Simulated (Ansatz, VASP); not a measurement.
# Cross-check of Mg (Magnesium) between VASP and Ansatz, part 2 of 2

Wanted: the spread between two codes on one cell, functional and k mesh. The cell is taken from a series of runs on this material, whose earlier steps may have relaxed, scaled, displaced or heated it; both programs get it as it stands.

VASP 6.6.1 and Ansatz 0.2.0.

So far: Starting point; VASP: zone-centre phonons, PBEsol, pair 1; Ansatz: zone-centre phonons, PBEsol, pair 1; Comparison.

### Step 5. VASP: zone-centre phonons, PBEsol, pair 2

Level of this step: PBEsol; plane waves and PAW (Mg) (VASP).

Second derivatives magnify differences that forces hide, and they need a tight electronic threshold. The cell compared in this pair holds 44.71 Å³, against 44.42 Å³ for the pair before.

INCAR

```
SYSTEM = Mg
PREC = Accurate
ENCUT = 600
EDIFF = 1E-08
NELM = 120
ISMEAR = 1
SIGMA = 0.2
LREAL = .FALSE.
ALGO = Normal
GGA = PS
NBANDS = 8
LORBIT = 11
LWAVE = .FALSE.
LCHARG = .FALSE.
ISIF = 2
IBRION = 8
LASPH = .TRUE.
GGA_COMPAT = .FALSE.
KPAR = 2
```

POSCAR

```
Mg
1.0
    3.1974341809      0.0000000000      0.0000000000
   -1.5987170904      2.7690592276      0.0000000000
    0.0000000000      0.0000000000      5.0500600329
Mg
2
Direct
    0.3333333384      0.6666666616      0.2500000000
    0.6666666616      0.3333333384      0.7500000000
```

KPOINTS

```
Automatic mesh
0
Gamma
15 15 8
0 0 0
```

Potentials, in the order of the species: Mg (PBE family, release 64).

Command:

```bash
$ mpirun -np 2 vasp_std
```

Numbers of over 12 decimals in the logs are rounded to 6 here.

The program printed:

```text
[banner, memory and clock lines left out]
running    2 mpi-ranks, on    1 nodes
[...]
[... a notice as in an earlier step ...]

 LDA part: xc-table for (Slater+PW92), standard interpolation
 POSCAR, INCAR and KPOINTS ok, starting setup
[...]
entering main loop
       N       E                     dE             d eps       ncg     rms          rms(c)
DAV:   1    -0.728918448653E+00   -0.72892E+00   -0.14606E+03  2160   0.403E+02
DAV:   2    -0.345223923718E+01   -0.27233E+01   -0.26492E+01  2840   0.231E+01
DAV:   3    -0.346733582392E+01   -0.15097E-01   -0.15090E-01  2984   0.228E+00
DAV:   4    -0.346737589925E+01   -0.40075E-04   -0.40075E-04  2992   0.986E-02
[...]
DAV:   9    -0.344727688877E+01    0.27287E-06   -0.91609E-07  2416   0.459E-03    0.584E-04
DAV:  10    -0.344727675997E+01    0.12881E-06   -0.38166E-09  3320   0.372E-04    0.126E-04
DAV:  11    -0.344727675643E+01    0.35327E-08   -0.18171E-10  1528   0.115E-04
   1 F= -.34472768E+01 E0= -.34466976E+01  d E =-.173748E-02
[...]
RMM:   8    -0.129509290112E-02   -0.15683E-08    0.15345E-09 15112   0.392E-06    0.396E-07
 first order change of Fermi-energy   0.16767E-06
 force on displaced ion       1 direction 1 :  -0.819   0.000   0.000
 Linear response progress:
  Degree of freedom:   2/  2
       N       E                     dE             d eps       ncg     rms          rms(c)
RMM:   1    -0.121921715111E-01   -0.12192E-01   -0.64314E-02  6941   0.297E-01
RMM:   2    -0.400153988171E-02    0.81906E-02   -0.89996E-04  4742   0.414E-02    0.302E-02
RMM:   3    -0.390108498751E-02    0.10045E-03    0.23441E-05  4770   0.138E-02    0.138E-02
RMM:   4    -0.393720652281E-02   -0.36122E-04    0.13304E-06  4813   0.767E-03    0.525E-03
RMM:   5    -0.393831010338E-02   -0.11036E-05    0.23541E-07  4848   0.403E-03    0.273E-04
RMM:   6    -0.393864717081E-02   -0.33707E-06    0.15557E-06  5069   0.252E-04    0.153E-04
RMM:   7    -0.393901962085E-02   -0.37245E-06    0.19588E-07  4993   0.105E-04    0.508E-06
RMM:   8    -0.393906080296E-02   -0.41182E-07    0.49542E-08  5235   0.141E-05    0.185E-06
RMM:   9    -0.393906216947E-02   -0.13665E-08    0.75823E-09  4879   0.371E-06    0.637E-07
 first order change of Fermi-energy  -0.92206E-06
 force on displaced ion       1 direction 3 :   0.000   0.000  -3.132
 Linear response finished
```

From OUTCAR (step 5):

```text
  Total       -0.0096196     -0.0096196      0.1954338     -0.0000000     -0.0000000      0.0000000
  in kB       -0.3446962     -0.3446962      7.0029323     -0.0000000     -0.0000000      0.0000000
  external PRESSURE =       2.1045133 kB  Pullay stress =       0.0000000 kB

 POSITION                                       TOTAL-FORCE (eV/Angst)
 -----------------------------------------------------------------------------------
      0.00000      1.84604      1.26252         0.000000     -0.000000      0.000000
      1.59872      0.92302      3.78755        -0.000000      0.000000      0.000000
 -----------------------------------------------------------------------------------
    total drift:                               -0.000000      0.000000     -0.000000

[... 1 part as in an earlier step ...]

[... 1 further part left out ...]
```

### Step 6. Ansatz: zone-centre phonons, PBEsol, pair 2

The same cell, functional, mesh and smearing now go to Ansatz, which takes its cutoff from its data sets.

The cell is taken from a series of runs on this material, whose earlier steps may have relaxed, scaled, displaced or heated it; both programs get it as it stands.

input.yaml

```yaml
crystal:
  lattice:
    - [3.1974341809, 0.0, 0.0]
    - [-1.5987170904, 2.7690592276, 0.0]
    - [0.0, 0.0, 5.0500600329]
  atoms:
    - { symbol: Mg, position: [0.3333333384, 0.6666666616, 0.25] }
    - { symbol: Mg, position: [0.6666666616, 0.3333333384, 0.75] }
kpoints:
  mp_grid: { grid: [15, 15, 8] }
hamiltonian:
  xc: pbesol
  pseudopotentials: { kind: paw, azcp: { folder: soft_1 }, xc_functional: pbe }
scf:
  occupations: { method: methfessel_paxton, width: 0.2 }
output:
  eigenvalues: true
phonons:
  method: dfpt
```

Command:

```bash
$ ansatz run input.yaml --threads 4 --pin off --max-ram 10240MiB --backend cpu --events-out ev --progress --plain --runs-dir out
```

The program printed:

```text
[...]
Crystal: 2 atoms, lattice volume = 44.713 Å³
Basis set: ecut = 420 eV, 881 PW (Γ), exchange–correlation on 48×48×72 points (8 copies of the dense FFT grid, shifted against one another)
Bands: 14, of which v1, the nominal top of the filled ones, is band 10 counted from 1 (9 counted from 0)
Symmetry: 24 space group operations
k-points: 320 of 1800 (irreducible under 4 space group operations, time reversal used)
[...]
k-point 1: bands = [... 6 lower, -36.7547, -36.7547, -1.1670, 3.1535, 6.0142, 16.6363, 16.6363, 16.7295]
  k-point 2: bands = [... 6 lower, -36.7554, -36.7554, -0.8895, 2.0114, 7.6301, 15.4319, 16.8472, 16.8472]
  k-point 319: bands = [... 6 lower, -36.7608, -36.7608, 3.3339, 3.3339, 8.1994, 8.1994, 9.6777, 9.6777]
[...]
ASR residual: 9.283e-5 → 0.000e0 eV/Å²; symmetrization residual: 1.894e-10 eV/Å²
  ASR residual per site (eV/Å²): 9.28e-5 9.28e-5
  Γ frequencies (cm⁻¹): 0.00 0.00 0.00 134.93 134.93 263.75
[...]
[key lines of the parts left out:]
SCF converged after 7 iterations
Free energy (F): -3824.103955 eV
Fermi energy:    5.771920 eV
```

### Step 7. Comparison

What differs besides the data sets and the points named for the pairs above, as far as they apply: the data sets hold 20 valence electrons in Ansatz (on its PAW soft_1 files) and 4 in VASP. Total energies have different zeros and are not compared.

Both answers:

```csv
quantity,Ansatz,VASP,difference
optical mode 1 to 2 (cm⁻¹),134.9,135.4,-0.36 %
optical mode 3 (cm⁻¹),263.8,264.7,-0.36 %
```

Modes are paired by rising frequency, not by their patterns, so a pair may set unlike modes beside each other; they are those without the splitting of longitudinal modes.

### Step 8. Outcome

| Property | Result |
| --- | --- |
| r.m.s. difference of the optical zone-centre modes, each program's sorted by frequency (zone-centre phonons, PBEsol, pair 1) | 0.68 cm⁻¹ |
| r.m.s. difference of the optical zone-centre modes, each program's sorted by frequency (zone-centre phonons, PBEsol, pair 2) | 0.68 cm⁻¹ |

In words: The r.m.s. difference of the optical zone-centre modes, each program's sorted by frequency is 0.68 cm⁻¹ (zone-centre phonons, PBEsol, pair 1). The data sets hold unlike numbers of valence electrons (20 in Ansatz and 4 in VASP), so part of the differences comes from the potentials. How closely two codes agree says nothing of how well the functional describes the real material.

[Lines on the potential files, build, host, timing and source positions are cut from VASP's logs without a mark.]

[Logs are printed without paths, hosts, clocks, repeated set-up lines and the standing remarks that a program may print on its own settings, such as how far it seeks lower states.]

[Hosts, paths, dates, database ids (printed as entryN), source tags and the programs' standing remarks are cut or masked in the printed files.]
